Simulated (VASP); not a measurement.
Data:

```xyz
2
Lattice="0.0000 2.6908 2.6908 2.6908 0.0000 2.6908 2.6908 2.6908 0.0000" Properties=species:S:1:pos:R:3 pbc="T T T"
Zn     0.0000     0.0000     0.0000
S      1.3454     1.3454     1.3454
```

The numbers are results of vdW-DF-cx, VASP's PBE PAW potentials (set 64) (plane waves; VASP), not measurements. Run with 520 eV cut-off, Gaussian smearing of 0.050 eV, potentials Zn S.

Q: Give the energies of bands 2 to 12 at the high-symmetry points, in eV from the valence-band maximum.

A: 
```
band      Γ      X      U      L      W
----  -----  -----  -----  -----  -----
2     -6.44  -6.48  -6.36  -6.32  -6.31
3     -6.44  -6.09  -6.15  -6.32  -6.15
4     -6.44  -6.09  -6.04  -5.90  -5.99
5     -5.93  -5.85  -5.90  -5.90  -5.97
6     -5.93  -5.71  -5.57  -5.73  -5.52
7      0.00  -4.64  -4.71  -5.41  -4.67
8      0.00  -2.28  -3.20  -0.89  -2.83
9      0.00  -2.28  -1.85  -0.89  -2.79
10     2.09   3.28   4.04   3.27   5.63
11     6.34   4.01   5.95   6.86   6.06
12     6.34  10.99   9.37   6.86   7.83
```

The gap is direct, 2.09 eV, from the valence maximum at Γ to the conduction minimum at Γ.

Measured: gap 3.94 eV (computed value off by -1.85 eV), as given by Wei Chen et al., Physical Review Materials (2018), doi:10.1103/physrevmaterials.2.073803 [zero-point renormalisation of 0.1 eV added back (the table's ZPR column)].

The compound is ZnS in the zinc blende structure. It was relaxed first.
